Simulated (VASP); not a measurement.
Level of theory: PBE GGA, VASP's PBE PAW potentials (set 64) (plane waves; VASP).

VASP ran on this input.

**KPOINTS**
```
Automatic mesh
0
Gamma
16 16 12
0 0 0
```

File POSCAR:
```
Os
1
    1.3777111504    -2.3862653484     0.0000000000
    1.3777111504     2.3862653484     0.0000000000
    0.0000000000     0.0000000000     4.3415978654
Os
2
Direct
  0.3333330000   0.6666670000   0.2500000000
  0.6666670000   0.3333330000   0.7500000000
```

**INCAR**
```
# general
SYSTEM   =  Os
PREC     =  Normal
ENCUT    =  400   # plane-wave cut-off (eV)
LREAL    =  .FALSE.   # projection in real space or not
LASPH    =  .TRUE.

# electronic loop
EDIFF    =  1E-5
NELM     =  100   # most electronic steps
NELMIN   =  4
ALGO     =  Fast   # Davidson, then RMM-DIIS
LMAXMIX  =  6

# smearing
ISMEAR   =  1   # Methfessel-Paxton
SIGMA    =  0.1   # width (eV)

# functional
GGA      =  PE   # PBE

# ions
IBRION   =  2
NSW      =  20
ISIF     =  2   # forces and stress, cell fixed
EDIFFG   =  -0.03   # ionic stop

# output
LWAVE    =  .FALSE.
LCHARG   =  .FALSE.
```

POTCAR, in this order: Os (PBE.64 set). Program: vasp_std.

Unless said otherwise, spin-orbit coupling is left out, though it shifts the bands of the heavy elements here.

Estimate the energy per atom (σ→0), band gap (on the k-mesh).

```json
{
  "energy per atom (σ→0)": "-11.252 eV/atom",
  "band gap (on the k-mesh)": "none (metal, semimetal or under 0.01 eV)"
}
```

### OSZICAR
```
...
RMM:   7    -0.224979780300E+02    0.31301E+00   -0.14952E+00  5061   0.872E+00    0.343E-01
RMM:   8    -0.225032042283E+02   -0.52262E-02   -0.13234E-01  5065   0.495E+00    0.175E+00
RMM:   9    -0.225082697629E+02   -0.50655E-02   -0.52509E-02  5129   0.161E+00    0.392E-01
RMM:  10    -0.225035817367E+02    0.46880E-02   -0.23328E-02  5040   0.211E+00    0.102E-01
RMM:  11    -0.225034800384E+02    0.10170E-03   -0.15143E-03  5046   0.421E-01    0.309E-01
RMM:  12    -0.225034711166E+02    0.89218E-05   -0.36286E-04  4853   0.114E-01    0.185E-01
RMM:  13    -0.225034759856E+02   -0.48689E-05   -0.48607E-05  3802   0.560E-02
   1 F= -.22503476E+02 E0= -.22503550E+02  d E =-.225035E+02
```

The compound is Os in the hcp structure. It was relaxed first.
